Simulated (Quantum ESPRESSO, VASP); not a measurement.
A VASP calculation is set up with these files.

**KPOINTS**
```
Automatic mesh
0
Gamma
  3 3 1
```

INCAR:
```
# general
SYSTEM   =  Mg3Pd
PREC     =  Accurate
ENCUT    =  300
LREAL    =  .False.
LASPH    =  .True.

# electronic loop
EDIFF    =  1E-6
NELM     =  100
ALGO     =  Normal
LMAXMIX  =  4

# smearing
ISMEAR   =  -1
SIGMA    =  0.1

# functional
GGA      =  PE

# ions
ISIF     =  2

# output
LWAVE    =  .False.
LCHARG   =  .False.
```

File POSCAR:
```
Mg3Pd
1
    4.7141260000     0.0000000000     0.0000000000
   -2.3570630000     4.0825530000     0.0000000000
    0.0000000000     0.0000000000    23.0414000000
Mg Pd
6 2
Direct
  0.0000000000   0.0000000000   0.4098930000
  0.0000000000   0.0000000000   0.5901070000
  0.3333330000   0.6666670000   0.6527990000
  0.6666670000   0.3333330000   0.3472010000
  0.6666670000   0.3333330000   0.4725840000
  0.3333330000   0.6666670000   0.5274160000
  0.3333330000   0.6666670000   0.4098930000
  0.6666670000   0.3333330000   0.5901070000
```

POTCAR, in this order: Mg Pd (PBE.64 set). Program: vasp_std.

Task: Translate it to Quantum ESPRESSO.

Result: One input that does it (PBE, PseudoDojo standard norm-conserving (PBE) pseudopotentials):
```
&CONTROL
    calculation = 'scf',
    prefix = 'scf',
    outdir = './out',
    pseudo_dir = './',
    verbosity = 'high',
    tprnfor = .true.,
    tstress = .true.,
/
&SYSTEM
    ibrav = 4,
    celldm(1) = 8.908407196,
    celldm(3) = 4.88773521128,
    nat = 8,
    ntyp = 2,
    ecutwfc = 85,
    occupations = 'smearing',
    smearing = 'fd',
    degauss = 0.0073499,
/
&ELECTRONS
    conv_thr = 1.0d-9,
    mixing_beta = 0.3,
    mixing_mode = 'local-TF',
/
ATOMIC_SPECIES
Mg    24.3050  Mg.upf
Pd   106.4200  Pd.upf
ATOMIC_POSITIONS {alat}
Mg    0.000000000    0.000000000    2.003448449
Mg    0.000000000    0.000000000    2.884286762
Mg    0.000000000    0.577350269    3.190708658
Mg    0.500000000    0.288675135    1.697026553
Mg    0.500000000    0.288675135    2.309865457
Mg    0.000000000    0.577350269    2.577869754
Pd    0.000000000    0.577350269    2.003448449
Pd    0.500000000    0.288675135    2.884286762
K_POINTS {automatic}
3 3 1  0 0 0
```
The two runs describe the same crystal, functional and task. Each code takes its own potentials, basis and convergence tests.

The cell is a sheet with vacuum, built from a database entry that may be metastable or hypothetical.
